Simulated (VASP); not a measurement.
Input:

```yaml
crystal:
  lattice:
    - [0.00000, 3.31124, 3.31124]
    - [3.31124, 0.00000, 3.31124]
    - [3.31124, 3.31124, 0.00000]
  atoms:
    - { symbol: Sr, position: [0.00000, 0.00000, 0.00000] }
    - { symbol: Te, position: [0.50000, 0.50000, 0.50000] }
```

The numbers are results of PBE GGA with D3 dispersion (Becke-Johnson damping), VASP's PBE PAW potentials (set 64) (plane waves; VASP), not measurements. Settings: 400 eV cut-off, 8×8×8 Γ-centred mesh, tetrahedra with Blöchl corrections, potentials Sr_sv Te.

Unless said otherwise, spin-orbit coupling is left out, though it shifts the bands of the heavy elements here.

Task: What does the run give for the energy per atom (σ→0), band gap (on the k-mesh) with the smallest direct gap where there is one?

Result: 
- band gap (on the k-mesh) = 1.65 eV
- smallest direct gap (on the k-mesh) = 2.40 eV
- energy per atom (σ→0) = -4.470 eV/atom

Total energies compare only between runs with the same potentials, cut-off and functional.

The structure comes from a measured SrTe entry (Fm-3m) of the Crystallography Open Database, whose conditions weren't checked. It was relaxed first, which changed the volume by +7 %.
